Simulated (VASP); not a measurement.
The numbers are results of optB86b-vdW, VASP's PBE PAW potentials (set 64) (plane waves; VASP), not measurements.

A VASP calculation is set up with these files.

**INCAR**
```
LUSE_VDW=T
ISMEAR=0
PREC=Accurate
ISIF=3   ! ions, shape and volume
ALGO=Normal   ! blocked Davidson
LREAL=F   ! projection in real space or not
LWAVE=F
LCHARG=F
EDIFFG=-0.02   ! ionic stop
PARAM1=0.1234
AGGAC=0.0
SYSTEM=ZnS
SIGMA=0.05
ENCUT=520   ! plane-wave cut-off (eV)
LASPH=T
LMAXMIX=4   ! l cut-off of mixed one-centre charges
NSW=60   ! most ionic steps
GGA=MK
IBRION=2
NELM=100   ! most electronic steps
PARAM2=1.0
EDIFF=1E-6
```

**KPOINTS**
```
Automatic mesh
0
Gamma
6 6 4
0 0 0
```

POSCAR:
```
ZnS
1.0
  1.8920628452  -3.2771489377   0.0000000000
  1.8920628452   3.2771489377   0.0000000000
  0.0000000000   0.0000000000   6.1960444571
Zn S
2 2
Cart
  1.8920628452  -1.0923851640   3.0988534087
  1.8920628452   1.0923851640   0.0008311802
  1.8920628452  -1.0923851640   5.4207077198
  1.8920628452   1.0923851640   2.3226854913
```

POTCAR, in this order: Zn S (PBE.64 set). Program: vasp_std.

What VASP printed:

### OSZICAR
```
       N       E                     dE             d eps       ncg     rms          rms(c)
DAV:   1     0.245776215048E+03    0.24578E+03   -0.17592E+04   924   0.198E+03
DAV:   2     0.164964511467E+02   -0.22928E+03   -0.22281E+03   966   0.380E+02
DAV:   3    -0.507481038764E+01   -0.21571E+02   -0.21450E+02  1116   0.119E+02
DAV:   4    -0.554716467003E+01   -0.47235E+00   -0.47189E+00  1080   0.183E+01
DAV:   5    -0.555636258269E+01   -0.91979E-02   -0.91968E-02  1130   0.246E+00    0.104E+01
DAV:   6    -0.472328008613E+01    0.83308E+00   -0.19981E+00  1428   0.432E+01    0.802E+00
DAV:   7    -0.476347424411E+01   -0.40194E-01   -0.19982E+00  1002   0.813E+00    0.342E+00
DAV:   8    -0.474103017895E+01    0.22444E-01   -0.11856E-01  1242   0.450E+00    0.116E+00
DAV:   9    -0.474155313985E+01   -0.52296E-03   -0.22686E-02  1276   0.250E+00    0.282E-01
DAV:  10    -0.474164750478E+01   -0.94365E-04   -0.10808E-03  1086   0.415E-01    0.162E-01
DAV:  11    -0.474177785183E+01   -0.13035E-03   -0.20670E-04  1026   0.122E-01    0.537E-02
DAV:  12    -0.474178082515E+01   -0.29733E-05   -0.30407E-05  1380   0.968E-02    0.106E-02
DAV:  13    -0.474178190290E+01   -0.10777E-05   -0.51704E-06  1042   0.174E-02    0.671E-03
DAV:  14    -0.474178211111E+01   -0.20821E-06   -0.40234E-07   720   0.878E-03
   1 F= -.47417821E+01 E0= -.47417821E+01  d E =-.474178E+01
       N       E                     dE             d eps       ncg     rms          rms(c)
DAV:   1    -0.532264584332E+01   -0.58086E+00   -0.85598E+00  1080   0.569E+01    0.560E+00
DAV:   2    -0.483611980152E+01    0.48653E+00   -0.17830E+00  1050   0.289E+01    0.220E+00
DAV:   3    -0.477380289350E+01    0.62317E-01   -0.94488E-02  1106   0.291E+00    0.110E+00
DAV:   4    -0.475818308114E+01    0.15620E-01   -0.97128E-03  1008   0.801E-01    0.507E-01
DAV:   5    -0.475562409593E+01    0.25590E-02   -0.17866E-03  1446   0.128E+00    0.683E-02
DAV:   6    -0.475569145828E+01   -0.67362E-04   -0.13068E-03  1106   0.633E-01    0.519E-02
DAV:   7    -0.475569562389E+01   -0.41656E-05   -0.21217E-04  1080   0.848E-02    0.317E-02
DAV:   8    -0.475569211169E+01    0.35122E-05   -0.18547E-05  1338   0.959E-02    0.113E-02
DAV:   9    -0.475569213729E+01   -0.25594E-07   -0.70227E-06  1040   0.335E-02
   2 F= -.47556921E+01 E0= -.47556921E+01  d E =-.139100E-01
       N       E                     dE             d eps       ncg     rms          rms(c)
DAV:   1    -0.479785614961E+01   -0.42164E-01   -0.58080E-01  1086   0.140E+01    0.151E+00
DAV:   2    -0.476294765869E+01    0.34908E-01   -0.14595E-01  1050   0.982E+00    0.575E-01
DAV:   3    -0.475887778645E+01    0.40699E-02   -0.58398E-03   984   0.573E-01    0.275E-01
DAV:   4    -0.475788689150E+01    0.99089E-03   -0.63106E-04  1196   0.216E-01    0.171E-01
DAV:   5    -0.475767068285E+01    0.21621E-03   -0.17680E-04  1516   0.291E-01    0.192E-02
DAV:   6    -0.475767196382E+01   -0.12810E-05   -0.11561E-04  1008   0.135E-01    0.136E-02
DAV:   7    -0.475767085722E+01    0.11066E-05   -0.31718E-05  1002   0.323E-02    0.169E-02
DAV:   8    -0.475767001490E+01    0.84232E-06   -0.69131E-06  1020   0.208E-02
   3 F= -.47576700E+01 E0= -.47576700E+01  d E =-.158879E-01
```

File OUTCAR:
```
------------------------ aborting loop because EDIFF is reached ----------------------------------------
  FORCE on cell =-STRESS in cart. coord.  units (eV):
  Direction    XX          YY          ZZ          XY          YZ          ZX
  --------------------------------------------------------------------------------------
  Total       -0.0258119     -0.0258119      0.0316159      0.0000000      0.0000000      0.0000000
  in kB       -0.5226978     -0.5226978      0.6402315      0.0000000      0.0000000      0.0000000
  external PRESSURE =      -0.1350547 kB  Pullay stress =       0.0000000 kB
  volume of cell :       79.12
      direct lattice vectors                 reciprocal lattice vectors
     1.909733588 -3.307755561  0.000000000     0.261816624 -0.151159900 -0.000000000
     1.909733588  3.307755561 -0.000000000     0.261816624  0.151159900  0.000000000
     0.000000000 -0.000000000  6.262432611     0.000000000  0.000000000  0.159682357
  FREE ENERGIE OF THE ION-ELECTRON SYSTEM (eV)
  ---------------------------------------------------
  free  energy   TOTEN  =        -4.7576700149 eV

  energy  without entropy=       -4.7576700149  energy(sigma->0) =       -4.75767001

 reached required accuracy - stopping structural energy minimisation
```
(Selected blocks of OUTCAR.)

**CONTCAR**
```
ZnS
   1.00000000000000
     1.9097335878848676   -3.3077555606805218    0.0000000000000000
     1.9097335878848676    3.3077555606805218   -0.0000000000000000
     0.0000000000000000   -0.0000000000000000    6.2624326114250088
  Zn              S
     2     2
Direct
     0.6666669999999968    0.3333330000000032    0.5002260616006624
     0.3333330000000032    0.6666669999999968    0.0002260616006624
     0.6666669999999968    0.3333330000000032    0.8747739383993376
     0.3333330000000032    0.6666669999999968    0.3747739383993375
```

Energy and stress use the plane-wave basis of the starting cell.

The compound is ZnS in the wurtzite structure, the high-temperature form. This run relaxes it. Symmetry was kept, so distortions that lower it aren't found. The start is the result of an earlier pass.
